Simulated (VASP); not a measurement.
Calculation: PBEsol GGA, VASP's PBE PAW potentials (set 64) (plane waves; VASP).

A VASP calculation is set up with these files.

POSCAR:
```
Ge
1.0
  0.0000000000   2.7316257587   2.7316257587
  2.7316257587   0.0000000000   2.7316257587
  2.7316257587   2.7316257587   0.0000000000
Ge
2
Cartesian
  0.0000000000   0.0000000000   0.0000000000
  1.3658128793   1.3658128793   1.3658128793
```

**KPOINTS**
```
Automatic mesh
0
Gamma
8 8 8
0 0 0
```

**INCAR**
```
SYSTEM = Ge
PREC = Accurate
ENCUT = 500
EDIFF = 1E-6
NELM = 100
ALGO = Normal
LREAL = .FALSE.
LASPH = .TRUE.
ISMEAR = 0
SIGMA = 0.05
GGA = PS
LMAXMIX = 4
LWAVE = .FALSE.
LCHARG = .FALSE.
IBRION = 2
ISIF = 3
NSW = 40
EDIFFG = -0.02
PSTRESS = 200
```

POTCAR, in this order: Ge_d (PBE.64 set). Program: vasp_std.

**Question.** What will the output report for the number of irreducible k-points (NKPTS), largest plane-wave count, number of space-group operations, FFT grid (NGX, NGY, NGZ)?

**Answer.** 
```yaml
number of irreducible k-points (NKPTS): 29
largest_plane_wave_count: 1056
number_of_space_group_operations: 48
FFT grid (NGX, NGY, NGZ): 28 × 28 × 28
```

The compound is Ge in the diamond structure. This run relaxes it under an external pressure of 20 GPa. Symmetry was kept, so distortions that lower it aren't found.
